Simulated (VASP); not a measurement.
OSZICAR of a VASP run on Li (bcc):

**OSZICAR**
```
       N       E                     dE             d eps       ncg     rms          rms(c)
DAV:   1     0.493803994623E+00    0.49380E+00   -0.72424E+02   860   0.430E+02
DAV:   2    -0.178213353028E+01   -0.22759E+01   -0.21485E+01  1190   0.575E+01
DAV:   3    -0.190317547874E+01   -0.12104E+00   -0.11533E+00  1075   0.913E+00
DAV:   4    -0.190710953890E+01   -0.39341E-02   -0.39339E-02  1075   0.149E+00
DAV:   5    -0.190714475993E+01   -0.35221E-04   -0.35221E-04  1065   0.134E-01    0.211E-01
DAV:   6    -0.190604316341E+01    0.11016E-02   -0.31200E-04  1365   0.106E-01    0.120E-01
DAV:   7    -0.190554088527E+01    0.50228E-03   -0.71749E-04  1430   0.167E-01    0.283E-02
DAV:   8    -0.190553959164E+01    0.12936E-05   -0.94566E-06   875   0.375E-02    0.132E-03
DAV:   9    -0.190553711032E+01    0.24813E-05   -0.46941E-07   680   0.101E-02    0.328E-04
DAV:  10    -0.190553613044E+01    0.97988E-06   -0.66073E-08   440   0.388E-03
   1 F= -.19055361E+01 E0= -.19055353E+01  d E =-.190554E+01
```

### Question
Which electronic solver shows in the log?

### Answer
It is blocked Davidson (ALGO = Normal, or the opening steps of other solvers). The INCAR had ALGO = Normal.

### Question
Can the final energy be trusted as converged?

### Answer
Self-consistency was reached. It stopped with EDIFF = 1E-6, NELM = 100, NSW = 60 and EDIFFG = -0.01 after 1 ionic step (PBE GGA, plane waves, VASP's PBE PAW potentials (set 64)).

The compound is Li in the bcc structure. It was relaxed first, which changed the volume by -5 %. The start is the result of an earlier pass.
